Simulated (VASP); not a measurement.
Computed with PBE GGA, VASP's PBE PAW potentials (set 64) (plane waves; VASP).

VASP input:

**INCAR**
```
! general
SYSTEM  = Mg32O33
PREC    = Normal
ENCUT   = 400
LREAL   = Auto
LASPH   = .TRUE.
ISYM    = 0
NELECT  = 263.0

! electronic loop
EDIFF   = 1E-5
NELM    = 100
NELMIN  = 4
ALGO    = Fast

! smearing
ISMEAR  = 0
SIGMA   = 0.05

! functional
GGA     = PE

! spin
ISPIN   = 2
MAGMOM  = 65*0.0154
NUPDOWN = 1

! ions
IBRION  = 2
NSW     = 60
ISIF    = 2
EDIFFG  = -0.03

! output
LWAVE   = .TRUE.
LCHARG  = .FALSE.
LORBIT  = 10
```

### POSCAR
```
Mg32O33
1
    8.4869590160     0.0000000000     0.0000000000
    0.0000000000     8.4869590160    -0.0000000000
   -0.0000000000    -0.0000000000     8.4869590160
Mg O
32 33
Direct
  0.5000000000   0.0000000000   0.0000000000
  0.7500000000   0.2500000000   0.0000000000
  0.7500000000   0.0000000000   0.2500000000
  0.0000000000   0.0000000000   0.0000000000
  0.2500000000   0.2500000000   0.0000000000
  0.5000000000   0.5000000000   0.0000000000
  0.7500000000   0.7500000000   0.0000000000
  0.2500000000   0.0000000000   0.2500000000
  0.5024040000   0.2558400000   0.2516240000
  0.7500000000   0.5000000000   0.2500000000
  0.5000000000   0.0000000000   0.5000000000
  0.7500000000   0.2500000000   0.5000000000
  0.7500000000   0.0000000000   0.7500000000
  0.0000000000   0.5000000000   0.0000000000
  0.2500000000   0.7500000000   0.0000000000
  0.0000000000   0.2500000000   0.2500000000
  0.2495180000   0.5005200000   0.2509090000
  0.5000000000   0.7500000000   0.2500000000
  0.0000000000   0.0000000000   0.5000000000
  0.2443300000   0.2453850000   0.4969760000
  0.4975160000   0.5004730000   0.4954180000
  0.7500000000   0.7500000000   0.5000000000
  0.2500000000   0.0000000000   0.7500000000
  0.5000000000   0.2500000000   0.7500000000
  0.7500000000   0.5000000000   0.7500000000
  0.0000000000   0.7500000000   0.2500000000
  0.0000000000   0.5000000000   0.5000000000
  0.2500000000   0.7500000000   0.5000000000
  0.0000000000   0.2500000000   0.7500000000
  0.2500000000   0.5000000000   0.7500000000
  0.5000000000   0.7500000000   0.7500000000
  0.0000000000   0.7500000000   0.7500000000
  0.7500000000   0.2500000000   0.2500000000
  0.0000000000   0.5000000000   0.2500000000
  0.0000000000   0.2500000000   0.5000000000
  0.2467890000   0.2503550000   0.2522790000
  0.5032440000   0.5005790000   0.2459410000
  0.7500000000   0.7500000000   0.2500000000
  0.0000000000   0.0000000000   0.2500000000
  0.5040430000   0.2512530000   0.4994700000
  0.7500000000   0.5000000000   0.5000000000
  0.0000000000   0.7500000000   0.5000000000
  0.7500000000   0.2500000000   0.7500000000
  0.0000000000   0.5000000000   0.7500000000
  0.0000000000   0.2500000000   0.0000000000
  0.2500000000   0.7500000000   0.2500000000
  0.5000000000   0.0000000000   0.2500000000
  0.2507990000   0.5001270000   0.5000800000
  0.5000000000   0.7500000000   0.5000000000
  0.7500000000   0.0000000000   0.5000000000
  0.2500000000   0.2500000000   0.7500000000
  0.5000000000   0.5000000000   0.7500000000
  0.7500000000   0.7500000000   0.7500000000
  0.0000000000   0.0000000000   0.7500000000
  0.5000000000   0.2500000000   0.0000000000
  0.7500000000   0.5000000000   0.0000000000
  0.0000000000   0.7500000000   0.0000000000
  0.2500000000   0.0000000000   0.5000000000
  0.2500000000   0.7500000000   0.7500000000
  0.5000000000   0.0000000000   0.7500000000
  0.2500000000   0.5000000000   0.0000000000
  0.5000000000   0.7500000000   0.0000000000
  0.7500000000   0.0000000000   0.0000000000
  0.2500000000   0.0000000000   0.0000000000
  0.3724140000   0.3728580000   0.3781630000
```

KPOINTS:
```
Automatic mesh
0
G
1 1 1
```

POTCAR, in this order: Mg O (PBE.64 set). Program: vasp_gam.

Output of the run:

File OSZICAR:
```
...
  24 F= -.37704848E+03 E0= -.37704848E+03  d E =-.265681E-01  mag=     1.0000
       N       E                     dE             d eps       ncg     rms          rms(c)
DAV:   1    -0.377031760950E+03    0.16714E-01   -0.15693E+01   660   0.946E+00    0.781E-01
RMM:   2    -0.377057046493E+03   -0.25286E-01   -0.27000E-01   660   0.118E+00    0.386E-01
RMM:   3    -0.377060664985E+03   -0.36185E-02   -0.21991E-02   661   0.329E-01    0.225E-01
RMM:   4    -0.377060000428E+03    0.66456E-03   -0.39200E-03   663   0.123E-01    0.917E-02
RMM:   5    -0.377060016037E+03   -0.15609E-04   -0.83904E-04   662   0.614E-02    0.340E-02
RMM:   6    -0.377060024583E+03   -0.85458E-05   -0.14173E-04   551   0.225E-02    0.208E-02
RMM:   7    -0.377060030598E+03   -0.60151E-05   -0.35424E-05   449   0.114E-02
  25 F= -.37706003E+03 E0= -.37706003E+03  d E =-.115528E-01  mag=     1.0000
       N       E                     dE             d eps       ncg     rms          rms(c)
DAV:   1    -0.377058348322E+03    0.16763E-02   -0.14447E+00   680   0.286E+00    0.237E-01
RMM:   2    -0.377060650440E+03   -0.23021E-02   -0.24519E-02   660   0.357E-01    0.117E-01
RMM:   3    -0.377060984808E+03   -0.33437E-03   -0.19892E-03   661   0.990E-02    0.682E-02
RMM:   4    -0.377060923515E+03    0.61293E-04   -0.34071E-04   627   0.371E-02    0.274E-02
RMM:   5    -0.377060927359E+03   -0.38441E-05   -0.91833E-05   532   0.186E-02
  26 F= -.37706093E+03 E0= -.37706093E+03  d E =-.124495E-01  mag=     1.0000
       N       E                     dE             d eps       ncg     rms          rms(c)
DAV:   1    -0.377063600173E+03   -0.26767E-02   -0.97401E-01   680   0.260E+00    0.190E-01
RMM:   2    -0.377065271499E+03   -0.16713E-02   -0.19694E-02   660   0.355E-01    0.916E-02
RMM:   3    -0.377065338220E+03   -0.66721E-04   -0.12677E-03   660   0.929E-02    0.576E-02
RMM:   4    -0.377065250044E+03    0.88176E-04   -0.38387E-04   652   0.397E-02    0.275E-02
RMM:   5    -0.377065251058E+03   -0.10139E-05   -0.86842E-05   604   0.203E-02
  27 F= -.37706525E+03 E0= -.37706525E+03  d E =-.432370E-02  mag=     1.0000
       N       E                     dE             d eps       ncg     rms          rms(c)
DAV:   1    -0.377065358858E+03   -0.10881E-03   -0.13029E-01   744   0.949E-01    0.699E-02
RMM:   2    -0.377065589601E+03   -0.23074E-03   -0.26967E-03   660   0.132E-01    0.345E-02
RMM:   3    -0.377065598270E+03   -0.86698E-05   -0.18615E-04   655   0.345E-02    0.221E-02
RMM:   4    -0.377065584689E+03    0.13581E-04   -0.48481E-05   527   0.152E-02    0.104E-02
RMM:   5    -0.377065585024E+03   -0.33496E-06   -0.12158E-05   405   0.753E-03
  28 F= -.37706559E+03 E0= -.37706559E+03  d E =-.465766E-02  mag=     1.0000
       N       E                     dE             d eps       ncg     rms          rms(c)
DAV:   1    -0.377066952427E+03   -0.13677E-02   -0.68766E-01   678   0.226E+00    0.151E-01
RMM:   2    -0.377068185658E+03   -0.12332E-02   -0.13597E-02   660   0.306E-01    0.683E-02
RMM:   3    -0.377068245058E+03   -0.59400E-04   -0.89973E-04   661   0.787E-02    0.431E-02
RMM:   4    -0.377068200644E+03    0.44414E-04   -0.17333E-04   626   0.298E-02    0.215E-02
RMM:   5    -0.377068200023E+03    0.62020E-06   -0.52242E-05   544   0.163E-02
  29 F= -.37706820E+03 E0= -.37706820E+03  d E =-.261500E-02  mag=     1.0000
       N       E                     dE             d eps       ncg     rms          rms(c)
DAV:   1    -0.377068071942E+03    0.12870E-03   -0.39083E-01   680   0.170E+00    0.115E-01
RMM:   2    -0.377068781453E+03   -0.70951E-03   -0.78036E-03   660   0.232E-01    0.518E-02
RMM:   3    -0.377068815174E+03   -0.33721E-04   -0.52292E-04   661   0.598E-02    0.328E-02
RMM:   4    -0.377068790083E+03    0.25091E-04   -0.10222E-04   608   0.229E-02    0.164E-02
RMM:   5    -0.377068789961E+03    0.12215E-06   -0.30264E-05   423   0.124E-02
  30 F= -.37706879E+03 E0= -.37706879E+03  d E =-.320494E-02  mag=     1.0000
       N       E                     dE             d eps       ncg     rms          rms(c)
DAV:   1    -0.377069312418E+03   -0.52233E-03   -0.63235E-01   670   0.218E+00    0.139E-01
RMM:   2    -0.377070442300E+03   -0.11299E-02   -0.12645E-02   660   0.295E-01    0.642E-02
RMM:   3    -0.377070472278E+03   -0.29978E-04   -0.83406E-04   661   0.753E-02    0.414E-02
RMM:   4    -0.377070429499E+03    0.42779E-04   -0.16947E-04   634   0.293E-02    0.212E-02
RMM:   5    -0.377070427492E+03    0.20069E-05   -0.53963E-05   571   0.164E-02
  31 F= -.37707043E+03 E0= -.37707043E+03  d E =-.163753E-02  mag=     1.0000
       N       E                     dE             d eps       ncg     rms          rms(c)
DAV:   1    -0.377070414945E+03    0.14553E-04   -0.50530E-02   744   0.615E-01    0.395E-02
RMM:   2    -0.377070508255E+03   -0.93309E-04   -0.10383E-03   660   0.844E-02    0.184E-02
RMM:   3    -0.377070510785E+03   -0.25306E-05   -0.71130E-05   527   0.216E-02    0.121E-02
RMM:   4    -0.377070507339E+03    0.34460E-05   -0.14743E-05   406   0.861E-03
  32 F= -.37707051E+03 E0= -.37707051E+03  d E =-.171738E-02  mag=     1.0000
       N       E                     dE             d eps       ncg     rms          rms(c)
DAV:   1    -0.377070706971E+03   -0.19619E-03   -0.20382E-01   688   0.122E+00    0.821E-02
RMM:   2    -0.377071063583E+03   -0.35661E-03   -0.40427E-03   660   0.165E-01    0.380E-02
RMM:   3    -0.377071079547E+03   -0.15964E-04   -0.27271E-04   661   0.427E-02    0.240E-02
RMM:   4    -0.377071065857E+03    0.13690E-04   -0.56086E-05   522   0.165E-02    0.119E-02
RMM:   5    -0.377071066003E+03   -0.14589E-06   -0.15165E-05   409   0.857E-03
  33 F= -.37707107E+03 E0= -.37707107E+03  d E =-.558663E-03  mag=     1.0000
       N       E                     dE             d eps       ncg     rms          rms(c)
DAV:   1    -0.377071063646E+03    0.22108E-05   -0.18861E-02   728   0.370E-01    0.254E-02
RMM:   2    -0.377071098137E+03   -0.34491E-04   -0.38483E-04   660   0.510E-02    0.117E-02
RMM:   3    -0.377071099697E+03   -0.15601E-05   -0.26963E-05   428   0.132E-02    0.747E-03
RMM:   4    -0.377071098486E+03    0.12115E-05   -0.50471E-06   400   0.499E-03
  34 F= -.37707110E+03 E0= -.37707110E+03  d E =-.591147E-03  mag=     1.0000
       N       E                     dE             d eps       ncg     rms          rms(c)
DAV:   1    -0.377071139846E+03   -0.40149E-04   -0.16271E-01   670   0.105E+00    0.764E-02
RMM:   2    -0.377071414136E+03   -0.27429E-03   -0.31207E-03   660   0.141E-01    0.379E-02
RMM:   3    -0.377071439526E+03   -0.25390E-04   -0.21554E-04   657   0.372E-02    0.237E-02
RMM:   4    -0.377071428178E+03    0.11348E-04   -0.43420E-05   478   0.144E-02    0.110E-02
RMM:   5    -0.377071428128E+03    0.49724E-07   -0.13003E-05   408   0.773E-03
  35 F= -.37707143E+03 E0= -.37707143E+03  d E =-.329642E-03  mag=     1.0000
       N       E                     dE             d eps       ncg     rms          rms(c)
DAV:   1    -0.377071427160E+03    0.10180E-05   -0.30044E-03   760   0.143E-01    0.108E-02
RMM:   2    -0.377071432811E+03   -0.56516E-05   -0.61889E-05   512   0.198E-02    0.542E-03
RMM:   3    -0.377071433294E+03   -0.48292E-06   -0.46839E-06   364   0.531E-03    0.350E-03
RMM:   4    -0.377071433073E+03    0.22108E-06   -0.67174E-07   200   0.212E-03
  36 F= -.37707143E+03 E0= -.37707143E+03  d E =-.334587E-03  mag=     1.0000
       N       E                     dE             d eps       ncg     rms          rms(c)
DAV:   1    -0.377071436232E+03   -0.29380E-05   -0.97143E-02   678   0.773E-01    0.601E-02
RMM:   2    -0.377071595998E+03   -0.15977E-03   -0.17459E-03   660   0.100E-01    0.313E-02
RMM:   3    -0.377071618193E+03   -0.22195E-04   -0.13117E-04   560   0.270E-02    0.191E-02
RMM:   4    -0.377071612887E+03    0.53062E-05   -0.22059E-05   418   0.992E-03
  37 F= -.37707161E+03 E0= -.37707161E+03  d E =-.179814E-03  mag=     1.0000
```

File OUTCAR:
```
------------------------ aborting loop because EDIFF is reached ----------------------------------------
  FORCE on cell =-STRESS in cart. coord.  units (eV):
  Direction    XX          YY          ZZ          XY          YZ          ZX
  --------------------------------------------------------------------------------------
  Total        9.3431034      9.2070164      9.3767182     -2.1192890     -2.1208518      2.0885420
  in kB       24.4875549     24.1308813     24.5756568     -5.5544932     -5.5585894      5.4739079
  external PRESSURE =      24.3980310 kB  Pullay stress =       0.0000000 kB
  volume of cell :      611.30
      direct lattice vectors                 reciprocal lattice vectors
     8.486959016  0.000000000  0.000000000     0.117827834  0.000000000  0.000000000
     0.000000000  8.486959016  0.000000000     0.000000000  0.117827834  0.000000000
     0.000000000  0.000000000  8.486959016     0.000000000  0.000000000  0.117827834
  FREE ENERGIE OF THE ION-ELECTRON SYSTEM (eV)
  ---------------------------------------------------
  free  energy   TOTEN  =      -377.0716128870 eV

  energy  without entropy=     -377.0716128870  energy(sigma->0) =     -377.07161289

 total charge

# of ion       s       p       d       tot
------------------------------------------
    1        0.150   0.184   0.082   0.416
    2        0.150   0.184   0.082   0.416
    3        0.147   0.177   0.078   0.402
    4        0.146   0.177   0.077   0.400
    5        0.151   0.185   0.082   0.418
    6        0.151   0.185   0.082   0.418
    7        0.146   0.177   0.077   0.400
    8        0.147   0.177   0.077   0.401
    9        0.161   0.196   0.089   0.445
   10        0.147   0.177   0.078   0.402
   11        0.159   0.195   0.088   0.442
   12        0.159   0.195   0.089   0.443
   13        0.140   0.165   0.070   0.376
   14        0.146   0.177   0.077   0.400
   15        0.146   0.177   0.077   0.400
   16        0.151   0.185   0.082   0.418
   17        0.138   0.160   0.068   0.366
   18        0.151   0.185   0.082   0.418
   19        0.150   0.184   0.082   0.416
   20        0.161   0.196   0.089   0.445
   21        0.160   0.195   0.089   0.444
   22        0.150   0.184   0.082   0.417
   23        0.147   0.177   0.078   0.402
   24        0.159   0.195   0.089   0.443
   25        0.147   0.177   0.078   0.402
   26        0.146   0.177   0.077   0.400
   27        0.151   0.185   0.082   0.418
   28        0.151   0.185   0.082   0.417
   29        0.150   0.184   0.082   0.416
   30        0.147   0.177   0.078   0.402
   31        0.150   0.184   0.082   0.416
   32        0.146   0.177   0.077   0.400
   33        1.565   3.570   0.000   5.135
   34        1.566   3.565   0.000   5.131
   35        1.567   3.583   0.000   5.150
   36        1.571   3.581   0.000   5.153
   37        1.571   3.581   0.000   5.152
   38        1.566   3.574   0.000   5.141
   39        1.566   3.574   0.000   5.141
   40        1.609   3.545   0.000   5.154
   41        1.565   3.570   0.000   5.135
   42        1.567   3.588   0.000   5.155
   43        1.570   3.580   0.000   5.150
   44        1.566   3.574   0.000   5.141
   45        1.567   3.588   0.000   5.155
   46        1.566   3.565   0.000   5.131
   47        1.565   3.569   0.000   5.135
   48        1.571   3.581   0.000   5.152
   49        1.567   3.583   0.000   5.150
   50        1.570   3.580   0.000   5.150
   51        1.565   3.570   0.000   5.135
   52        1.565   3.570   0.000   5.135
   53        1.566   3.567   0.000   5.133
   54        1.566   3.567   0.000   5.133
   55        1.567   3.583   0.000   5.150
   56        1.566   3.574   0.000   5.141
   57        1.566   3.575   0.000   5.141
   58        1.565   3.569   0.000   5.135
   59        1.566   3.574   0.000   5.141
   60        1.570   3.580   0.000   5.150
   61        1.566   3.565   0.000   5.131
   62        1.567   3.588   0.000   5.155
   63        1.566   3.567   0.000   5.133
   64        1.566   3.574   0.000   5.141
   65        1.613   3.550   0.000   5.163
--------------------------------------------------
tot         56.601 123.758   2.583 182.942

 magnetization (x)

# of ion       s       p       d       tot
------------------------------------------
    1       -0.000   0.000   0.000   0.000
    2       -0.000   0.000   0.000   0.000
    3       -0.000  -0.000   0.000   0.000
    4        0.000   0.000  -0.000   0.000
    5       -0.000   0.000   0.000   0.000
    6       -0.000   0.000   0.000   0.000
    7        0.000   0.000  -0.000   0.000
    8       -0.000   0.000   0.000   0.000
    9       -0.001  -0.001   0.000  -0.002
   10       -0.000   0.000   0.000   0.000
   11       -0.001  -0.001   0.000  -0.001
   12       -0.001  -0.001   0.000  -0.001
   13       -0.000  -0.000   0.000  -0.000
   14        0.000   0.000   0.000   0.000
   15        0.000   0.000   0.000   0.000
   16       -0.000   0.000   0.000   0.000
...
```
(Selected blocks of OUTCAR.)

File CONTCAR:
```
Mg32O33
   1.00000000000000
     8.4869590160000001    0.0000000000000000    0.0000000000000000
     0.0000000000000000    8.4869590160000001    0.0000000000000000
     0.0000000000000000    0.0000000000000000    8.4869590160000001
  Mg              O
    32    33
Direct
     0.4982427465849104    0.9975146101353027    0.9990266108522865
     0.7523327675113054    0.2515992413163249    0.9990421825260944
     0.7503225049339207    0.9996643623472854    0.2505273163957498
     0.9977058865432393    0.0011691790076280    0.9977361527473864
     0.2437452187953471    0.2520591162969797    0.9962753564039269
     0.4979531795986232    0.5062317982548461    0.9962083966251950
     0.7489532137214256    0.7522206467840393    0.9978335716280226
     0.2459494156811794    0.0045269611289962    0.2459061552095816
     0.5004520016939608    0.2496592828120150    0.2343591254010396
     0.7455822095422541    0.5041075565872942    0.2458651292434673
     0.4979097924272869    0.9893097113500839    0.4978760023563034
     0.7608306017974990    0.2520794889196424    0.4978128943650651
     0.7443956086749384    0.0056311689665128    0.7443968956166883
     0.9991090194859867    0.5024951422024446    0.9990993716549923
     0.2476914610632912    0.7508438510978315    0.9991782870709172
     0.9963206512568156    0.2520387877685807    0.2437658891240946
     0.2549680054043547    0.4949686036746755    0.2549231480160862
     0.4980076712412409    0.7535335107869583    0.2438438350003297
     0.9989991750571610    0.9975287486920669    0.4982999093895831
     0.2344899466104242    0.2496388594565523    0.5005506611448950
     0.5005091245281051    0.5152098744997524    0.5004970212252409
     0.7522766074801832    0.7509383743905785    0.4984148784519841
     0.2505257673730832    0.9995835675132633    0.7503387020303816
     0.4978350209891275    0.2520759845569868    0.7608726332526033
     0.7504205646539036    0.4994318513818515    0.7503712039586055
     0.9991422903816772    0.7508708076859490    0.2477567825238377
     0.9962558252103305    0.5062320391399706    0.4979256947933100
     0.2438521186100336    0.7535720458926650    0.4979460287294308
     0.9990512945428196    0.2515912802622605    0.7523235206144060
     0.2458955484719743    0.5041630375543501    0.7455669043142353
     0.4983874462867574    0.7509233488235783    0.7523011895087365
     0.9978076592242194    0.7522053290442816    0.7489861512059185
     0.7489251838785362    0.2516213931477638    0.2472853659351717
     0.9957955866042065    0.5024533931287508    0.2476586725950725
     0.9977238768505282    0.2514742458500045    0.4984267819420897
     0.2313414940881196    0.2470736204505840    0.2312271445216210
     0.5031046035324055    0.5184387811249210    0.2312797936597992
     0.7497153070567205    0.7522770359961329    0.2472057870011617
     0.9977067020157543    0.0002682656249828    0.2471745301849790
     0.5583561260626594    0.1918146147467951    0.5583976698975841
     0.7488624160641780    0.5026786059439999    0.4983843715232346
     0.9973747576923644    0.7525035796038891    0.4983830636648006
     0.7619055687061926    0.2542597539837134    0.7618862838007546
     0.9976358347580858    0.5029680260756118    0.7497501926525618
     0.9974092695517076    0.2516443040612503    0.9973719697572442
     0.2476819828691773    0.7540252086273447    0.2476804787968905
     0.4983270123951995    0.0011316386273566    0.2473168251794400
     0.2313325209698058    0.5184266311395430    0.5031291632154234
     0.4984570011119565    0.7521039234106279    0.4984204253535820
     0.7618059053798826    0.9881196245276946    0.4955625220729883
     0.2473180369882986    0.2516139025066797    0.7488785920460952
     0.4983545106804207    0.5026262593033682    0.7488633234331510
     0.7489905228233812    0.7499015188921057    0.7489825013719361
     0.0001560896868552    0.0009855707144204    0.7490146359443345
     0.4984503425248833    0.2514823934908945    0.9976806753146555
     0.7497683971579643    0.5029548349888057    0.9976338434368200
     0.9982842250797995    0.7517191000378867    0.9983147059603912
     0.2472822163601766    0.0011719217826513    0.4983633963871126
     0.2471582852450163    0.7522673109425412    0.7497404109662149
     0.4955587993190189    0.9881100509815975    0.7618353137747167
     0.2476210350389351    0.5024900904621790    0.9957731070977879
     0.4983590465381009    0.7524582979669673    0.9973871494765592
     0.7490270258830423    0.0009845321561653    0.0001266033931640
     0.2471301657715201    0.0002375764686018    0.9977040535545543
     0.4282168059377301    0.3214858249026181    0.4281930447077139
```

At this cut-off the stress carries a Pulay error, which pulls relaxed volumes low. The cell is charged, with a uniform compensating background. The supercell is sampled at Γ alone, which is coarse: total energies, pressure and levels can be off, energies of defects by several tenths of an eV.

The cell is a supercell with a defect, built from MgO (rock salt): O_i, charge -1.
